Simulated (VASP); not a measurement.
# TaSn (P-6m2) in VASP: single point with r2SCAN

Aim: the single point of TaSn with r2SCAN.

Everything below comes from runs of VASP 6.6.1. Logs are shortened: lines on timing, memory, paths and dates and some standing lists are left out, and cuts for length are marked.

**1. Starting point**

It takes space group P-6m2 (No. 187, hexagonal). The conventional cell has a = 3.185 Å, b = 3.185 Å, c = 4.591 Å, α = 90.00°, β = 90.00°, γ = 120.00°. Ta (site symmetry -6m2) is surrounded by 6 Sn at 2.94 Å and 6 Ta at 3.19 Å. Sn (site symmetry -6m2) is surrounded by 6 Ta at 2.94 Å and 6 Sn at 3.19 Å.

The cell was built by a generator and needn't be a form met in nature.

**2. Single point, r2SCAN**

Contents of INCAR:

```
  PREC = Accurate
  ENCUT = 520
  EDIFF = 1E-6
  ISMEAR = 0
  SIGMA = 0.1
  LREAL = False
  LASPH = True
  NELM = 150
  ALGO = Normal
  ISIF = 2
  LWAVE = False
  LCHARG = False
  METAGGA = R2SCAN
  LMIXTAU = True
  KPAR = 4
```

Contents of KPOINTS:

```
regular mesh
0
Gamma
  16 16 10
```

Contents of POSCAR:

```
TaSn                                    
1.0
    3.1851946405      0.0000000000      0.0000000000
   -1.5925973152      2.7584594705      0.0000000000
    0.0000000000      0.0000000000      4.5914170991
  Ta              Sn            
     1     1
Direct
     0.0000000000000000    0.0000000000000000    0.5000000000000000
     0.6666666699999979    0.3333333300000021    0.0000000000000000
```

Potentials or basis: VASP PAW PBE potentials, release 64 (Ta_pv, Sn_d).

Command:

```bash
$ cat potpaw_PBE.64/Ta_pv/POTCAR potpaw_PBE.64/Sn_d/POTCAR > POTCAR
$ mpirun -np 4 vasp_std > vasp.out
```

OUTCAR:

```text
PREC = Accurate
   ENCUT = 520
   EDIFF = 1E-6
   ISMEAR = 0
   LREAL = False
   LASPH = True
   NELM = 150
   ISIF = 2
   METAGGA = R2SCAN

 ion  position               nearest neighbor table
   1  0.000  0.000  0.500-   2 2.94   2 2.94   2 2.94   2 2.94   2 2.94   2 2.94
   2  0.667  0.333  0.000-   1 2.94   1 2.94   1 2.94   1 2.94   1 2.94   1 2.94

  LATTYP: Found a hexagonal cell.
 ALAT       =     3.1851946405
 C/A-ratio  =     1.4414871357

  Lattice vectors:

 A1 = (   3.1851946405,   0.0000000000,   0.0000000000)
 A2 = (  -1.5925973152,   2.7584594705,   0.0000000000)
 A3 = (   0.0000000000,   0.0000000000,   4.5914170991)

Analysis of symmetry for initial positions (statically):
=====================================================================
 Subroutine PRICEL returns:
 Original cell was already a primitive cell.

 Routine SETGRP: Setting up the symmetry group for a
 hexagonal supercell.

 Subroutine GETGRP returns: Found 12 space group operations
 (whereof 12 operations were pure point group operations)
 out of a pool of 24 trial point group operations.

The static configuration has the point symmetry D_3h.

Analysis of symmetry for dynamics (positions and initial velocities):
=====================================================================
 Subroutine PRICEL returns:
 Original cell was already a primitive cell.

 Routine SETGRP: Setting up the symmetry group for a
 hexagonal supercell.

 Subroutine GETGRP returns: Found 12 space group operations
 (whereof 12 operations were pure point group operations)
 out of a pool of 24 trial point group operations.

The dynamic configuration has the point symmetry D_3h.

 Subroutine INISYM returns: Found 12 space group operations
 (whereof 12 operations are pure point group operations),
 and found     1 'primitive' translations

----------------------------------------------------------------------------------------

                                     Primitive cell

  volume of cell :      40.3412

  direct lattice vectors                    reciprocal lattice vectors
     3.185194640  0.000000000  0.000000000     0.313952556  0.181260593  0.000000000
    -1.592597315  2.758459471  0.000000000     0.000000000  0.362521186  0.000000000
     0.000000000  0.000000000  4.591417099     0.000000000  0.000000000  0.217797682

[... 75 lines left out ...]
   ISTART =      0    job   : 0-new  1-cont  2-samecut
   ICHARG =      2    charge: 1-file 2-atom 10-const
   ISPIN  =      1    spin polarized calculation?
   LNONCOLLINEAR =      F non collinear calculations
   LSORBIT =      F    spin-orbit coupling
   LASPH  =      T    aspherical Exc in radial PAW
   ENCUT  =  520.0 eV  38.22 Ry    6.18 a.u.   5.92  5.92  8.54*2*pi/ulx,y,z
   NELM   =    150;   NELMIN=  2; NELMDL= -5     # of ELM steps
   EDIFF  = 0.1E-05   stopping-criterion for ELM
   LREAL  =      F    real-space projection
   EDIFFG = 0.1E-04   stopping-criterion for IOM
   NSW    =      0    number of steps for IOM
   IBRION =     -1    ionic relax: 0-MD 1-quasi-New 2-CG
   NFREE  =      0    steps in history (QN), initial steepest desc. (CG)
   ISIF   =      2    stress and relaxation
   ISYM   =      2    0-nonsym 1-usesym 2-fastsym
   POTIM  = 0.5000    time-step for ionic-motion
   TEBEG  =    0.0;   TEEND  =   0.0 temperature during run
   PSTRESS=    0.0 pullay stress
   NELECT =      25.0000    total number of electrons
   NUPDOWN=      -1.0000    fix difference up-down
   EMIN   =  10.00;   EMAX   =-10.00  energy-range for DOS
   EFERMI =   0.00;   METHOD = LEGACY
   ISMEAR =     0;   SIGMA  =   0.10  broadening in eV -4-tet -1-fermi 0-gaus
   EFERMI_NEDOS =   21; number of points for ismear=-14 and -15
   IALGO  =     38    algorithm
   IMIX   =      4    mixing-type and parameters
     AMIX     =   0.40;   BMIX     =  1.00
     AMIX_MAG =   1.60;   BMIX_MAG =  1.00
  volume/ion in A,a.u.               =      20.17       136.12
  Fermi-wavevector in a.u.,A,eV,Ry     =   1.395742  2.637569 26.505441  1.948095
  Thomas-Fermi vector in A             =   2.519164
   LORBIT       =      0    0 simple, 1 ext, 2 COOP (PROOUT), +10 PAW based schemes
   METAGGA = R2SCAN    functional components
   LHFCALC =     F    Hartree Fock is set to
   AEXX    =    0.0000 exact exchange contribution
   IVDW    =     0    specifies the selected vdW correction
   LEPSILON=     F    determine dielectric tensor
   LRPA    =     F    only Hartree local field effects (RPA)
 non-spin polarized calculation
 Gauss-broadening in eV      SIGMA  =   0.10
  energy-cutoff  :      520.00
  volume of cell :       40.34
 maximum number of plane-waves:      1104
 NGX is ok and might be reduce to    24
   NGX = 11   NGY = 11   NGZ = 17

 number of electron      25.0000001 magnetization

 Free energy of the ion-electron system (eV)
  ---------------------------------------------------
  ext. energy  EPLUGINS =         0.00000000
  ---------------------------------------------------
  free energy    TOTEN  =       -72.91524308 eV

  energy without entropy =      -72.90754751  energy(sigma->0) =      -72.91139529

 E-fermi :   8.8049     XC(G=0): -13.0505

 val. band max:        8.8039574022   @ k =   0.2500   0.1875   0.1000
 cond. band min:       8.8107203016   @ k =   0.3125   0.0625   0.5000
 fundamental gap:      0.0067628993
 Fermi energy:         8.8049291295

 k-point     1 :       0.0000    0.0000    0.0000
  band No.  band energies     occupation
      1     -27.5213      2.00000
      2     -27.0312      2.00000
      3     -27.0312      2.00000
      4     -13.7191      2.00000
      5     -13.7190      2.00000
      6     -13.6352      2.00000
[... 433 lines left out ...]
      3     -27.1746      2.00000
      4     -13.7271      2.00000
      5     -13.5973      2.00000
      6     -13.5801      2.00000
[... 8 lines left out ...]
     15      10.6838      0.00000
     16      13.4028      0.00000

 [... further k-points ...]
[... 5 lines left out ...]
  --------------------------------------------------------------------------------------
  -------------------------------------------------------------------------------------
  Total       -0.6164015     -0.6164015     -0.7185813     -0.0000000     -0.0000000      0.0000000
  in kB      -24.4807610    -24.4807610    -28.5388943     -0.0000000     -0.0000000      0.0000000
  external PRESSURE =     -25.8334721 kB  Pullay stress =       0.0000000 kB

 VOLUME and BASIS-vectors are now :
 -----------------------------------------------------------------------------
  energy-cutoff  :      520.00
  volume of cell :       40.34
      direct lattice vectors                 reciprocal lattice vectors
     3.185194640  0.000000000  0.000000000     0.313952556  0.181260593  0.000000000
    -1.592597315  2.758459471  0.000000000     0.000000000  0.362521186  0.000000000
     0.000000000  0.000000000  4.591417099     0.000000000  0.000000000  0.217797682

 POSITION                                       TOTAL-FORCE (eV/Angst)
 -----------------------------------------------------------------------------------
      0.00000      0.00000      2.29571         0.000000      0.000000      0.000000
      1.59260      0.91949      0.00000        -0.000000      0.000000      0.000000
 -----------------------------------------------------------------------------------
    total drift:                               -0.000006      0.000003      0.000000

  FREE ENERGIE OF THE ION-ELECTRON SYSTEM (eV)
  ---------------------------------------------------
  free  energy   TOTEN  =       -72.9152430752 eV

  energy  without entropy=      -72.9075475063  energy(sigma->0) =      -72.91139529
```

OSZICAR:

```text
N       E                     dE             d eps       ncg     rms          rms(c)
DAV:   1     0.121481718718E+03    0.12148E+03   -0.14577E+04  5768   0.232E+03
DAV:   2    -0.687143841597E+02   -0.19020E+03   -0.18865E+03  6440   0.470E+02
DAV:   3    -0.782803284538E+02   -0.95659E+01   -0.93992E+01  7496   0.100E+02
[... 10 lines left out ...]
DAV:  14    -0.729152472796E+02   -0.11416E-03   -0.11724E-04  5944   0.117E-01    0.593E-03
DAV:  15    -0.729152324364E+02    0.14843E-04   -0.18250E-05  6672   0.460E-02    0.605E-03
DAV:  16    -0.729152434896E+02   -0.11053E-04   -0.63340E-06  5712   0.242E-02    0.116E-03
DAV:  17    -0.729152396155E+02    0.38741E-05   -0.75128E-07  3656   0.105E-02    0.834E-04
DAV:  18    -0.729152437120E+02   -0.40964E-05   -0.27046E-07  3096   0.669E-03    0.392E-04
DAV:  19    -0.729152430752E+02    0.63678E-06   -0.34803E-08  3056   0.256E-03
   1 F= -.72915243E+02 E0= -.72911395E+02  d E =-.769557E-02
```

It took 76 s on 4 MPI ranks of Intel Xeon Platinum 8488C (Sapphire Rapids), shared host; peak memory 0.25 GiB.

Results:

| Quantity | Value |
| --- | --- |
| Free energy | -72.9152 eV |
| Pressure | -2.6 GPa |
| Band gap on the k mesh | none (metal or under the smearing width) |

Stress tensor (GPa, compression positive):
```
-2.45  0.00  0.00
 0.00 -2.45  0.00
 0.00  0.00 -2.85
```

Levels at points of the mesh, in eV from the Fermi level:
```tsv
k point	band 8	band 9	band 10	band 11	band 12	band 13	band 14	band 15	band 16
(0.00, 0.00, 0.00)	-22.30	-12.50	-4.22	-3.23	0.02	0.02	2.16	2.16	4.38
(0.50, 0.00, 0.00)	-22.24	-7.55	-6.12	-3.65	-2.55	1.35	3.37	3.60	4.11
(0.00, 0.00, 0.50)	-22.30	-11.21	-8.02	-1.67	0.28	0.28	1.78	1.78	8.04
(0.50, 0.00, 0.50)	-22.24	-7.55	-5.18	-4.22	-1.37	-0.20	-0.05	2.86	4.40
```

Caveat: the PAW data sets were made with another functional, which shifts forces and pressure a little.
